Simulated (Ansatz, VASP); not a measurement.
# Cross-check of BiAs between VASP and Ansatz

One calculation is typed for both programs; each brings its own data sets and cutoff. How far apart do they land? The cell is invented: As first built, before any earlier steps moved the atoms (in the runner's words): it takes the GaAs structure with some of its atoms replaced by other elements, volume scaled by an estimate. It may not be a known or stable phase. The cell is taken from a series of VASP runs on this material, whose earlier steps may have relaxed, scaled or displaced it; both programs get it as it stands.

Program: Ansatz 0.2.0. Level of theory: plane waves, with VASP 6.6.1 beside it; band structure at r2SCAN. Results are calculated unless marked as measured.

### Step 1. Set-up

The structure is cubic, space group F-43m (No. 216). Conventional cell: a = 6.563 Å, b = 6.563 Å, c = 6.563 Å, α = 90.00°, β = 90.00°, γ = 90.00°. Nearest to Bi lie 4 As at 2.84 Å. Nearest to As lie 4 Bi at 2.84 Å. As first built, before any earlier steps moved the atoms (in the runner's words): sites of the GaAs structure (space group 216) filled with other elements, volume scaled by an estimate. Farther neighbours are not listed.

As a file:

```xyz
2
Lattice="0.0000 3.2814 3.2814 3.2814 0.0000 3.2814 3.2814 3.2814 0.0000" Properties=species:S:1:pos:R:3 pbc="T T T"
Bi    0.0000    0.0000    0.0000
As    1.6407    1.6407    1.6407
```

### Step 2. VASP: band structure, r2SCAN

A single point gives forces, pressure and levels at one fixed geometry, so differences don't come from the geometry; what else differs is listed under the comparison.

Lines of VASP's logs that name or quote its potential files are left out, and so is its time.

The input, INCAR:

```
SYSTEM = BiAs
PREC = Accurate
ENCUT = 400
EDIFF = 1E-06
NELM = 100
ISMEAR = -1
SIGMA = 0.05
LREAL = .FALSE.
ALGO = Normal
METAGGA = R2SCAN
LASPH = .TRUE.
NBANDS = 22
LORBIT = 11
LWAVE = .FALSE.
LCHARG = .FALSE.
```

The input, POSCAR:

```
BiAs
1.0
    0.0000000000      3.2814000739      3.2814000739
    3.2814000739      0.0000000000      3.2814000739
    3.2814000739      3.2814000739      0.0000000000
Bi As
1 1
Direct
    0.0000000000      0.0000000000      0.0000000000
    0.2500000000      0.2500000000      0.2500000000
```

The input, KPOINTS:

```
Automatic mesh
0
Gamma
7 7 7
0 0 0
```

The input, KPOINTS_OPT:

```
Line mode
16
Line-mode
Reciprocal
  0.00000000   0.00000000   0.00000000 GAMMA
  0.50000000   0.00000000   0.50000000 X

  0.50000000   0.00000000   0.50000000 X
  0.50000000   0.25000000   0.75000000 W

  0.50000000   0.25000000   0.75000000 W
  0.37500000   0.37500000   0.75000000 K

  0.37500000   0.37500000   0.75000000 K
  0.00000000   0.00000000   0.00000000 GAMMA

  0.00000000   0.00000000   0.00000000 GAMMA
  0.50000000   0.50000000   0.50000000 L

  0.50000000   0.50000000   0.50000000 L
  0.62500000   0.25000000   0.62500000 U

  0.62500000   0.25000000   0.62500000 U
  0.50000000   0.25000000   0.75000000 W

  0.50000000   0.25000000   0.75000000 W
  0.50000000   0.50000000   0.50000000 L

  0.50000000   0.50000000   0.50000000 L
  0.37500000   0.37500000   0.75000000 K

  0.62500000   0.25000000   0.62500000 U
  0.50000000   0.00000000   0.50000000 X
```

The projector-augmented-wave data sets are Bi_d and As (PBE family, release 64).

On the command line:

```sh
> mpirun -np 1 vasp_std
```

Numbers of over 12 decimals in the logs are rounded to 6 here.

The log of the run:

```text
[banner, memory and clock lines left out]
running    1 mpi-ranks, on    1 nodes
 distrk:  each k-point on    1 cores,    1 groups
 distr:  one band on    1 cores,    1 groups

 POSCAR found type information on POSCAR BiAs
 POSCAR found :  2 types and       2 ions
|                                                                             |
|               ----> ADVICE to this user running VASP <----                  |
|                                                                             |
|     You enforced a specific xc type in the INCAR file but a different       |
|     [... a line on the potential file left out ...]
|     I HOPE YOU KNOW WHAT YOU ARE DOING!                                     |
|                                                                             |

 LDA part: xc-table for (None), standard interpolation
 POSCAR, INCAR and KPOINTS ok, starting setup
 FFT: planning ... GRIDC
 FFT: planning ... GRID_SOFT
 FFT: planning ... GRID
 WAVECAR not read
 entering main loop
       N       E                     dE             d eps       ncg     rms          rms(c)
DAV:   1     0.888579751957E+02    0.88858E+02   -0.82657E+03   880   0.744E+02
DAV:   2    -0.639620413951E+02   -0.15282E+03   -0.14681E+03   930   0.251E+02
DAV:   3    -0.768615533092E+02   -0.12900E+02   -0.12807E+02  1090   0.769E+01
DAV:   4    -0.772059705910E+02   -0.34442E+00   -0.34428E+00  1036   0.139E+01
DAV:   5    -0.772218176304E+02   -0.15847E-01   -0.15846E-01  1274   0.270E+00    0.267E+00
DAV:   6    -0.726496226090E+02    0.45722E+01   -0.12436E+00  1018   0.125E+01    0.165E+00
DAV:   7    -0.726496646162E+02   -0.42007E-04   -0.14109E-01  1042   0.204E+00    0.838E-01
DAV:   8    -0.726516815532E+02   -0.20169E-02   -0.11657E-02  1074   0.878E-01    0.381E-01
DAV:   9    -0.726529344004E+02   -0.12528E-02   -0.37576E-03  1024   0.346E-01    0.105E-01
DAV:  10    -0.726527579543E+02    0.17645E-03   -0.59600E-04  1146   0.226E-01    0.336E-02
DAV:  11    -0.726527970981E+02   -0.39144E-04   -0.14782E-04  1062   0.855E-02    0.233E-02
DAV:  12    -0.726527987106E+02   -0.16125E-05   -0.36861E-05  1184   0.638E-02    0.459E-03
DAV:  13    -0.726527961521E+02    0.25585E-05   -0.49812E-06  1086   0.245E-02    0.131E-03
DAV:  14    -0.726527963496E+02   -0.19755E-06   -0.34178E-07   632   0.309E-03
   1 F= -.72652796E+02 E0= -.72648539E+02  d E =-.851541E-02
 Start KPOINTS_OPT (optional k-point list driver)
k-point batch [1-20\160]
       N       E                     dE             ncg
DAV:   1    -0.963680435003E+03   -0.73899E+04      880
DAV:   2    -0.408323076429E+04   -0.31196E+04      958
DAV:   3    -0.434246675250E+04   -0.25924E+03     1020
DAV:   4    -0.434930240232E+04   -0.68356E+01     1050
DAV:   5    -0.434959862827E+04   -0.29623E+00     1308
DAV:   6    -0.434960509157E+04   -0.64633E-02     1152
DAV:   7    -0.434960521245E+04   -0.12088E-03     1320
DAV:   8    -0.434960521382E+04   -0.13631E-05      866
DAV:   9    -0.434960521396E+04   -0.13981E-06      764
[...]
k-point batch [141-160\160]
       N       E                     dE             ncg
DAV:   1    -0.131073591508E+04   -0.12412E+05      888
DAV:   2    -0.417542434950E+04   -0.28647E+04      916
DAV:   3    -0.441786470574E+04   -0.24244E+03     1146
DAV:   4    -0.442408001562E+04   -0.62153E+01     1054
DAV:   5    -0.442435824434E+04   -0.27823E+00     1310
DAV:   6    -0.442436252781E+04   -0.42835E-02     1094
DAV:   7    -0.442436266306E+04   -0.13526E-03     1350
DAV:   8    -0.442436266439E+04   -0.13265E-05      854
DAV:   9    -0.442436266448E+04   -0.93028E-07      752
```

OUTCAR, selected parts (step 2):

```text
ion  position               nearest neighbor table
   1  0.000  0.000  0.000-   2 2.84   2 2.84   2 2.84   2 2.84
   2  0.250  0.250  0.250-   1 2.84   1 2.84   1 2.84   1 2.84

  LATTYP: Found a face centered cubic cell.
 ALAT       =     6.5628001478

 Subroutine GETGRP returns: Found 24 space group operations
 (whereof 24 operations were pure point group operations)

The static configuration has the point symmetry T_d .

 Found     20 irreducible k-points:

   k-points           NKPTS =     20   k-points in BZ     NKDIM =     20   number of bands    NBANDS=     22

   dimension x,y,z NGX =    30 NGY =   30 NGZ =   30
   dimension x,y,z NGXF=    60 NGYF=   60 NGZF=   60

   ENCUT  =  400.0 eV  29.40 Ry    5.42 a.u.   7.57  7.57  7.57*2*pi/ulx,y,z

   NELECT =      20.0000    total number of electrons

 k-points in reciprocal lattice and weights: Automatic mesh
   0.00000000  0.00000000  0.00000000       0.003
   0.14285714  0.00000000  0.00000000       0.023
   0.28571429  0.00000000  0.00000000       0.023
   0.42857143  0.00000000  0.00000000       0.023
   0.14285714  0.14285714  0.00000000       0.017
   0.28571429  0.14285714  0.00000000       0.070
   0.42857143  0.14285714  0.00000000       0.070
  -0.42857143  0.14285714  0.00000000       0.070
  -0.28571429  0.14285714  0.00000000       0.070
[...]
-0.42857143  0.42857143  0.14285714       0.070
  -0.28571429  0.42857143  0.14285714       0.070

 average (electrostatic) potential at core
       1-113.8855       2 -55.1969

 E-fermi :   4.0241

 k-point     1 :       0.0000    0.0000    0.0000
  band No.  band energies     occupation
    ...
      6      -9.9546      2.00000
      7      -2.9353      2.00000
      8       2.0811      2.00000
      9       2.0811      2.00000
     10       2.0811      2.00000
     11       4.8553      0.00000
     12       4.8553      0.00000
     13       4.8553      0.00000
     14       8.1854      0.00000
     15      11.9153      0.00000
    ...

 k-point     2 :       0.1429    0.0000    0.0000
  band No.  band energies     occupation
    ...
      6      -9.7883      2.00000
      7      -3.4978      2.00000
      8       1.8390      2.00000
      9       1.8390      2.00000
     10       1.9584      2.00000
     11       5.1995      0.00000
     12       5.1995      0.00000
     13       5.2080      0.00000
     14       9.0624      0.00000
     15      11.1670      0.00000
    ...

 k-point     3 :       0.2857    0.0000    0.0000
  band No.  band energies     occupation
    ...
      6      -9.3301      2.00000
      7      -4.6808      2.00000
      8       1.4301      2.00000
      9       1.4301      2.00000
     10       1.5681      2.00000
     11       5.7616      0.00000
     12       5.7616      0.00000
     13       6.5136      0.00000
     14       9.9801      0.00000
     15      11.0433      0.00000
    ...

  Total        0.9184236      0.9184236      0.9184236      0.0000000      0.0000000      0.0000000
  in kB       20.8231338     20.8231338     20.8231338      0.0000000      0.0000000      0.0000000
  external PRESSURE =      20.8231338 kB  Pullay stress =       0.0000000 kB

  energy-cutoff  :      400.00
  volume of cell :       70.67
      direct lattice vectors                 reciprocal lattice vectors
     0.000000000  3.281400074  3.281400074    -0.152373983  0.152373983  0.152373983
     3.281400074  0.000000000  3.281400074     0.152373983 -0.152373983  0.152373983
     3.281400074  3.281400074  0.000000000     0.152373983  0.152373983 -0.152373983

 POSITION                                       TOTAL-FORCE (eV/Angst)
 -----------------------------------------------------------------------------------
      0.00000      0.00000      0.00000        -0.000000     -0.000000     -0.000000
      1.64070      1.64070      1.64070         0.000000      0.000000      0.000000
 -----------------------------------------------------------------------------------
    total drift:                                0.000001      0.000001      0.000001

  FREE ENERGIE OF THE ION-ELECTRON SYSTEM (eV)
  ---------------------------------------------------
  free  energy   TOTEN  =       -72.6527963496 eV

  energy  without entropy=      -72.6442809401  energy(sigma->0) =      -72.64853864

 total charge
# of ion       s       p       d       tot
------------------------------------------
    1        1.550   1.244   9.919  12.713
    2        1.293   1.445   0.023   2.761
--------------------------------------------------
tot          2.843   2.689   9.941  15.473

[... 3 further parts left out ...]
```

The run ends at a pressure of 2.08 GPa.

### Step 3. Ansatz: band structure, r2SCAN

Ansatz runs on its default PAW (the set named soft_2) files.

The same cell, functional, mesh and smearing now go to Ansatz, which takes its cutoff from its data sets.

The input, input.yaml:

```yaml
crystal:
  lattice:
    - [0.0, 3.2814000739, 3.2814000739]
    - [3.2814000739, 0.0, 3.2814000739]
    - [3.2814000739, 3.2814000739, 0.0]
  atoms:
    - { symbol: Bi, position: [0.0, 0.0, 0.0] }
    - { symbol: As, position: [0.25, 0.25, 0.25] }
hamiltonian:
  xc: r2scan
  pseudopotentials: { kind: paw }
kpoints:
  mp_grid: { grid: [7, 7, 7] }
  band_path:
    path:
      - [0.0, 0.0, 0.0]
      - [0.16667, 0.0, 0.16667]
      - [0.33333, 0.0, 0.33333]
      - [0.5, 0.0, 0.5]
      - [0.5, 0.08333, 0.58333]
      - [0.5, 0.18333, 0.68333]
      - [0.5, 0.25, 0.75]
      - [0.45, 0.3, 0.75]
      - [0.40833, 0.34167, 0.75]
      - [0.35, 0.35, 0.7]
      - [0.225, 0.225, 0.45]
      - [0.075, 0.075, 0.15]
      - [0.03333, 0.03333, 0.03333]
      - [0.23333, 0.23333, 0.23333]
      - [0.4, 0.4, 0.4]
      - [0.51667, 0.46667, 0.51667]
      - [0.55833, 0.38333, 0.55833]
      - [0.60833, 0.28333, 0.60833]
      - [0.60833, 0.25, 0.64167]
      - [0.55833, 0.25, 0.69167]
      - [0.51667, 0.25, 0.73333]
      - [0.5, 0.3, 0.7]
      - [0.5, 0.38333, 0.61667]
      - [0.5, 0.48333, 0.51667]
      - [0.475, 0.475, 0.55]
      - [0.425, 0.425, 0.65]
      - [0.38333, 0.38333, 0.73333]
      - [0.59167, 0.18333, 0.59167]
      - [0.55, 0.1, 0.55]
      - [0.5, 0.0, 0.5]
    npoints: 1
scf:
  occupations: { method: fermi_dirac, width: 0.05 }
  n_extra_bands: 7
output:
  forces: true
  stress: true
  eigenvalues: true
```

On the command line:

```sh
> ansatz run input.yaml --threads 2 --pin off --max-ram 4608MiB --backend cpu --events-out ev --progress --plain --runs-dir out
```

The log of the run:

```text
scf.n_extra_bands = 7 over 15 filled bands (N_el = 30.0): the run solves 22 bands
Engine: ansatz 0.2.0, aarch64-unknown-linux-gnu
Pseudopotentials: kind: paw
Pseudopotential: Bi, paw, valence charge 15, recommended cutoff 500 eV (meta_gga), Bi.paw.azcp
Pseudopotential: As, paw, valence charge 15, recommended cutoff 500 eV (meta_gga), As.paw.azcp
Functional definition: r2SCAN
  parameter k0 = 0.174
  parameter k1 = 0.065
  parameter a1 = 4.9479
  exchange = r2scan_x(k0 = k0, k1 = k1, a1 = a1)
  correlation = r2scan_c
Crystal: 2 atoms, lattice volume = 70.666 Å³
Basis set: ecut = 500 eV, 1807 PW (Γ), exchange–correlation on 144×144×144 points (64 copies of the dense FFT grid, shifted against one another)
Bands: 22, of which v1, the nominal top of the filled ones, is band 15 counted from 1 (14 counted from 0)
Symmetry: 24 space group operations
Space group: F-43m (ITA 216), of the structure as read, at distance tolerance 4.1e-5 Å
k-points: 20 of 343 (time reversal used)
Non-local potential: Bi, projectors of the file, l = 0: 2, l = 1: 2, l = 2: 2, l = 3: 2
Non-local potential: As, projectors of the file, l = 0: 2, l = 1: 2, l = 2: 3, l = 3: 1
PAW form: soft (Blöchl's): semilocal exchange-correlation on the pseudo side does not see the compensation charge
PAW frozen core: Bi, regenerated for the run's functional (the file was generated under x = pbe(κ = 0.804, μ = 0.219515), c = pbe(β = 0.066725))
PAW frozen core: As, regenerated for the run's functional (the file was generated under x = pbe(κ = 0.804, μ = 0.219515), c = pbe(β = 0.066725))
PAW one-centre angular grid: Bi, 590 points (default); XC on 160 Gauss nodes
PAW one-centre angular grid: As, 590 points (default); XC on 160 Gauss nodes
Initial density: superposition of atomic densities (neutral atoms: chi_scale 0, normalization atom), corrected by the library's trained network
Initial wavefunctions: pseudopotential atomic-orbital guess
Functional: x = r2scan, c = r2scan; τ floored in thin density (d = 2e-4 eV/Å³)
SCF iter   1: F=—  HF=-17275.083189 eV  |F-HF|=—  |Δ(HF+E_count)|=         —  Δρ=4.49e-3  dr2=2.91e-2  dr2_τ=2.16e-3  ethr=1.77e-3  ⟨swp⟩=6.3  Hψ=2341  notcnv=0  defer=2
preconditioner: auto → none  [insulator: Δε(μ)=0.234 eV  Ē_g=11.659 eV  σ=0.050 eV  W_gap=0.59  n_scr=14 (ndim 8)  ℏωp=14.0 eV  f_vac=0.119  D(μ)=1.00/eV (n_scr^D=0)  ε∞_Penn≈2.4]
SCF iter   2: F=—  HF=-17275.080308 eV  |F-HF|=—  |Δ(HF+E_count)|=   2.88e-3  Δρ=2.14e-3  dr2=4.99e-3  dr2_τ=3.40e-4  ethr=9.68e-5  ⟨swp⟩=2.3  Hψ=1012  notcnv=0  defer=33
preconditioner: auto → LDOS  [insulator: Δε(μ)=0.190 eV  Ē_g=11.610 eV  σ=0.050 eV  W_gap=0.57  n_scr=14 (ndim 8)  ℏωp=14.0 eV  f_vac=0.126  D(μ)=1.12/eV (n_scr^D=8)  ε∞_Penn≈2.4  β→1.0]
SCF iter   3: F=—  HF=-17275.079085 eV  |F-HF|=—  |Δ(HF+E_count)|=   1.22e-3  Δρ=5.78e-4  dr2=2.17e-4  dr2_τ=4.52e-6  ethr=1.66e-5  ⟨swp⟩=3.0  Hψ=808  notcnv=0  defer=33
SCF iter   4: F=—  HF=-17275.079161 eV  |F-HF|=—  |Δ(HF+E_count)|=   7.56e-5  Δρ=1.70e-4  dr2=1.73e-5  dr2_τ=3.27e-7  ethr=7.25e-7  ⟨swp⟩=2.1  Hψ=552  notcnv=0  defer=33
SCF iter   5: F=—  HF=-17275.079185 eV  |F-HF|=—  |Δ(HF+E_count)|=   2.44e-5  Δρ=2.88e-5  dr2=4.96e-7  dr2_τ=1.82e-8  ethr=5.77e-8  ⟨swp⟩=2.0  Hψ=709  notcnv=0  defer=33
SCF iter   6: F=-17275.079186 eV  HF=-17275.079186 eV  |F-HF|=3.71e-9  |Δ(HF+E_count)|=   1.04e-6  Δρ=7.08e-6  dr2=4.98e-8  dr2_τ=1.02e-9  ethr=3.33e-10  ⟨swp⟩=10.5  Hψ=2371  notcnv=0
SCF 1 converged in 6 iterations: F = -17275.079186 eV  dr2 = 4.98e-8
  greatest PAW one-centre occupation: 0.999 electrons in one spin orbital (limit 2), on the As atom at site 1 (counted from 0), in its partial waves of l = 2
NSCF: frozen V_eff on 30 k-points
SCF converged after 6 iterations
Free energy (F): -17275.079186 eV
Harris-Foulkes:  -17275.079186 eV  (|F-HF|=3.71e-9)
Internal energy: -17275.070688 eV  (E = F + TS)
E sigma→0 (E₀):  -17275.074937 eV
Entropy (-TS):   -0.008498 eV (-4.249 meV/atom)
Fermi energy:    7.330189 eV
--- Per-component energies (eV) ---
  E_band       = -444.405658
  E_kinetic    = 403.451989
  E_local      = -3879.581634  (includes V_loc(G=0)·N_el)
  E_nonlocal   = -109.058305
  E_hartree    = 1719.745370
  E_xc         = -214.915668
  E_vxc        = -240.999060  (∫ρ·V_xc dr)
  E_paw        = -12534.778262  (= ΣΔE_a)
  E_vpaw       = -73.255714  (= ΣTr[D̂ρ^β])
  E_aug_tail   = -0.000275  (compensation charges beyond the density's cutoff)
  E_vtau       = 15.546905  (kinetic-family band-sum trace: ∫τ·v_τ [+ j·A + Jᵃ·Aᵃ] dr)
  E_ewald      = -2659.352042
  E_core_change = -0.581861  (= ΣΔE_core)
  E_smearing   = -0.008498  (= −TS)
  E_closure    = 0.000000  (closes the sum)
  Σ components = -17275.079186   (vs F -17275.079186, Δ=0.00e0)
--- Forces (eV/Å), atoms counted from 1 ---
  atom   1  Bi    -0.00000000     0.00000000    -0.00000000
  atom   2  As     0.00000000     0.00000000    -0.00000000
  max |Σ_I F_I| component: 1.06e-15 eV/Å
--- Stress (GPa, compression-positive) ---
        2.111981       0.000000      -0.000000
        0.000000       2.111981       0.000000
       -0.000000       0.000000       2.111981
  P = ⅓ Tr σ = 2.1120 GPa (21.120 kbar)
--- Band table (eV; the first three rows and the last of 20) ---
  k-point 0: bands = [... 11 lower, 0.3906, 5.3827, 5.3827, 5.3827, 8.1604, 8.1604, 8.1604, 11.4951, ... 3 higher]
  k-point 1: bands = [... 11 lower, -0.1739, 5.1409, 5.1409, 5.2627, 8.5045, 8.5045, 8.5134, 12.3712, ... 3 higher]
  k-point 2: bands = [... 11 lower, -1.3601, 4.7324, 4.7324, 4.8754, 9.0666, 9.0666, 9.8199, 13.2842, ... 3 higher]
  k-point 19: bands = [... 11 lower, -3.5844, 2.8250, 3.4296, 7.3096, 8.8447, 10.2023, 11.0843, 13.3591, ... 3 higher]
```

Run time: 8 s. Hardware: 2 threads of Arm Neoverse V1, shared host; peak memory 0.54 GiB.

### Step 4. Comparison

Known differences besides the potentials themselves: VASP keeps PBE cores, Ansatz makes them for the functional; the data sets hold 30 valence electrons in Ansatz (default PAW (the set named soft_2) files) and 20 in VASP; the cutoff is 500 eV in Ansatz and 400 eV in VASP. Total energies have different zeros and are not compared.

Both answers:

| quantity | Ansatz | VASP | difference |
| --- | --- | --- | --- |
| pressure (GPa) | 2.11 | 2.08 | +0.03 |

Levels from 3 eV below to 2 eV above the Fermi level differ by 2 meV r.m.s. and 5 meV at most; each VASP level is matched to the nearest of Ansatz, which flatters the figure a little. Ansatz's pressure holds a Pulay correction of 0.02 GPa; VASP's holds none.

### Step 5. Summary of results

```json
{"r.m.s. difference of levels near the Fermi level (band structure, r2SCAN)": "2.1 meV"}
```

**Reading.** The r.m.s. difference of levels near the Fermi level is 2.1 meV (band structure, r2SCAN), within the 80 meV picked in this series as the mark of a large difference. How closely two codes agree says nothing of how well the functional describes the real material.

[Lines on the potential files, build, host, timing and source positions are cut from VASP's logs without a mark.]

[Logs are printed without paths, hosts, clocks, repeated set-up lines and the standing remarks that a program may print on its own settings, such as how far it seeks lower states.]

[Hosts, paths, dates, database ids (printed as entryN), source tags and the programs' standing remarks are cut or masked in the printed files.]
